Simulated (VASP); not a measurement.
The input files of a VASP run:

**POSCAR**
```
Mg2Sn
1
    4.7802610000     0.0000000000     0.0000000000
   -4.7802610000     4.7802610000     0.0000000000
    0.0000000000     0.0000000000    15.0702000000
Mg Sn
4 2
Direct
  0.5000000000   0.5000000000   0.3317810000
  0.5000000000   0.0000000000   0.3317810000
  0.5000000000   0.0000000000   0.5560710000
  0.5000000000   0.5000000000   0.5560710000
  0.0000000000   0.0000000000   0.6682190000
  0.0000000000   0.5000000000   0.4439220000
```

### INCAR
```
SYSTEM = Mg2Sn
PREC = Accurate
ENCUT = 300
EDIFF = 1E-6
NELM = 100
ALGO = Normal
LREAL = .FALSE.
LASPH = .TRUE.
ISMEAR = 1
SIGMA = 0.03
GGA = PE
LMAXMIX = 4
LWAVE = .FALSE.
LCHARG = .FALSE.
ISIF = 2
```

KPOINTS:
```
Automatic mesh
0
gamma
  7 7 1
```

POTCAR, in this order: Mg Sn_d (PBE.64 set). Program: vasp_std.

Problem. Write an equivalent input for Quantum ESPRESSO's pw.x.

Solution. One equivalent input (not run):
```
&CONTROL
  calculation = 'scf'
  pseudo_dir = './pseudo'
  outdir = './out'
  tprnfor = .true.
  tstress = .true.
/
&SYSTEM
  ibrav = 0
  nat = 6
  ntyp = 2
  ecutwfc = 84
  occupations = 'smearing'
  smearing = 'methfessel-paxton'
  degauss = 0.002205
  input_dft = 'pbe'
/
&ELECTRONS
  conv_thr = 7.3e-08
  electron_maxstep = 100
/
ATOMIC_SPECIES
  Mg 24.305 Mg.upf
  Sn 118.710 Sn.upf
CELL_PARAMETERS angstrom
     4.7802610    0.0000000    0.0000000
    -4.7802610    4.7802610    0.0000000
     0.0000000    0.0000000   15.0702000
ATOMIC_POSITIONS crystal
  Mg   0.5000000  0.5000000  0.3317810
  Mg   0.5000000  0.0000000  0.3317810
  Mg   0.5000000  0.0000000  0.5560710
  Mg   0.5000000  0.5000000  0.5560710
  Sn   0.0000000  0.0000000  0.6682190
  Sn   0.0000000  0.5000000  0.4439220
K_POINTS automatic
  7 7 1 0 0 0
```
What does not carry over: the potentials are each code's own (VASP's PAW set, PseudoDojo norm-conserving files in pw.x), so ENCUT and ecutwfc are chosen apart and not converted; conv_thr bounds pw.x's estimated SCF error, while EDIFF bounds the energy change between steps.

The cell is a sheet with vacuum, built from a database entry that may be metastable or hypothetical.
